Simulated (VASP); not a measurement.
Calculation: PBEsol GGA, VASP's PBE PAW potentials (set 64) (plane waves; VASP).

VASP ran on this input.

**INCAR**
```
ALGO  =  Normal
EDIFF  =  1E-7
ENCUT  =  520
GGA  =  PS
ISIF  =  2
ISMEAR  =  -5
LASPH  =  .TRUE.
LCHARG  =  .TRUE.
LEFG  =  .TRUE.
LMAXMIX  =  4
LORBIT  =  11
LREAL  =  .FALSE.
LWAVE  =  .FALSE.
NEDOS  =  601
NELM  =  100
PREC  =  Accurate
SYSTEM  =  ZrB2
```

POSCAR:
```
ZrB2
1
    1.5773694155    -2.7320844331     0.0000000000
    1.5773694155     2.7320844331     0.0000000000
    0.0000000000     0.0000000000     3.5119726413
Zr B
1 2
Direct
  0.0000000000   0.0000000000   0.0000000000
  0.3333330000   0.6666670000   0.5000000000
  0.6666670000   0.3333330000   0.5000000000
```

KPOINTS:
```
K-points
0
Gamma
  12 12 10
0 0 0
```

POTCAR, in this order: Zr_sv B (PBE.64 set). Program: vasp_std.

What VASP printed:

File OSZICAR:
```
       N       E                     dE             d eps       ncg     rms          rms(c)
DAV:   1     0.111454019192E+03    0.11145E+03   -0.99706E+03  2964   0.138E+03
DAV:   2    -0.232707392168E+02   -0.13472E+03   -0.13099E+03  3370   0.341E+02
DAV:   3    -0.288369885355E+02   -0.55662E+01   -0.55233E+01  4770   0.608E+01
DAV:   4    -0.289737264953E+02   -0.13674E+00   -0.13655E+00  3751   0.868E+00
DAV:   5    -0.289768279653E+02   -0.31015E-02   -0.31000E-02  4561   0.109E+00    0.231E+01
DAV:   6    -0.264486294027E+02    0.25282E+01   -0.71824E+00  3600   0.195E+01    0.963E+00
DAV:   7    -0.264049097052E+02    0.43720E-01   -0.89409E-01  4528   0.624E+00    0.329E+00
DAV:   8    -0.264043724778E+02    0.53723E-03   -0.10933E-01  3555   0.307E+00    0.824E-01
DAV:   9    -0.264004839249E+02    0.38886E-02   -0.19496E-02  3703   0.117E+00    0.142E-01
DAV:  10    -0.264004701539E+02    0.13771E-04   -0.98762E-04  3703   0.298E-01    0.427E-02
DAV:  11    -0.264004755016E+02   -0.53478E-05   -0.29443E-05  3977   0.622E-02    0.143E-02
DAV:  12    -0.264004780047E+02   -0.25031E-05   -0.19057E-06  3838   0.151E-02    0.401E-03
DAV:  13    -0.264004801102E+02   -0.21055E-05   -0.63000E-07  3683   0.675E-03    0.116E-03
DAV:  14    -0.264004797687E+02    0.34154E-06   -0.35179E-08  1867   0.200E-03    0.354E-04
DAV:  15    -0.264004797707E+02   -0.20093E-08   -0.39167E-09  1792   0.664E-04
   1 F= -.26400480E+02 E0= -.26400480E+02  d E =0.000000E+00
```

OUTCAR:
```
------------------------ aborting loop because EDIFF is reached ----------------------------------------
  FORCE on cell =-STRESS in cart. coord.  units (eV):
  Direction    XX          YY          ZZ          XY          YZ          ZX
  --------------------------------------------------------------------------------------
  Total        0.0637726      0.0637726     -0.1295670      0.0000000      0.0000000      0.0000000
  in kB        3.3754854      3.3754865     -6.8579807      0.0000000      0.0000000      0.0000000
  external PRESSURE =      -0.0356696 kB  Pullay stress =       0.0000000 kB
  volume of cell :       30.27
      direct lattice vectors                 reciprocal lattice vectors
     1.577369415 -2.732084433  0.000000000     0.316983450 -0.183010449  0.000000000
     1.577369415  2.732084433  0.000000000     0.316983450  0.183010449  0.000000000
     0.000000000  0.000000000  3.511972641     0.000000000  0.000000000  0.284740259
 POSITION                                       TOTAL-FORCE (eV/Angst)
 -----------------------------------------------------------------------------------
      0.00000      0.00000      0.00000         0.000000     -0.000000     -0.000000
      1.57737      0.91070      1.75599        -0.000000      0.000000     -0.000000
      1.57737     -0.91070      1.75599         0.000000      0.000000      0.000000
 -----------------------------------------------------------------------------------
    total drift:                                0.000000     -0.000000      0.000000
  FREE ENERGIE OF THE ION-ELECTRON SYSTEM (eV)
  ---------------------------------------------------
  free  energy   TOTEN  =       -26.4004797707 eV

  energy  without entropy=      -26.4004797707  energy(sigma->0) =      -26.40047977

 total charge

# of ion       s       p       d       tot
------------------------------------------
    1        2.173   6.032   1.805  10.010
    2        0.665   1.249   0.000   1.914
    3        0.665   1.249   0.000   1.914
--------------------------------------------------
tot          3.503   8.529   1.805  13.837
```
(Selected blocks of OUTCAR.)

### OUTCAR
```
 val. band max:       10.6895296947   @ k =   0.0833   0.0833   0.3000

 cond. band min:      10.5388240559   @ k =   0.1667   0.1667   0.2000


 Fermi energy:        10.7664756924

 k-point     1 :       0.0000    0.0000    0.0000
  band No.  band energies     occupation
      1     -37.8469      2.00000
      2     -16.0870      2.00000
      3     -15.4940      2.00000
      4     -15.4940      2.00000
      5      -2.1698      2.00000
      6       7.9394      2.00000
      7       7.9394      2.00000
      8       7.9490      2.00000
      9       8.2954      2.00000
     10      14.0670      0.00000
     11      14.0670      0.00000
     12      14.8891      0.00000
     13      14.8891      0.00000

 k-point     2 :       0.0833   -0.0000    0.0000
  band No.  band energies     occupation
      1     -37.8386      2.00000
      2     -16.0747      2.00000
      3     -15.5664      2.00000
      4     -15.5096      2.00000
      5      -2.0281      2.00000
      6       7.5347      2.00000
      7       7.9462      2.00000
      8       8.0850      2.00000
      9       8.1326      2.00000
     10      13.9771      0.00000
     11      14.0434      0.00000
     12      14.2966      0.00000
     13      14.3534      0.00000

 k-point     3 :       0.1667   -0.0000    0.0000
  band No.  band energies     occupation
      1     -37.8158      2.00000
      2     -16.0409      2.00000
      3     -15.7595      2.00000
      4     -15.5520      2.00000
      5      -1.6202      2.00000
      6       6.5757      2.00000
      7       7.7482      2.00000
      8       7.9328      2.00000
      9       8.3905      2.00000
     10      13.0771      0.00000
     11      13.7447      0.00000
     12      13.9952      0.00000
     13      14.6380      0.00000

 k-point     4 :       0.2500   -0.0000    0.0000
  band No.  band energies     occupation
      1     -37.7845      2.00000
      2     -16.0135      2.00000
      3     -15.9943      2.00000
...
```

For a metal the tetrahedron method with Blöchl corrections gives inexact stress and forces.

The compound is ZrB2 in the AlB2 type structure. It was relaxed first.
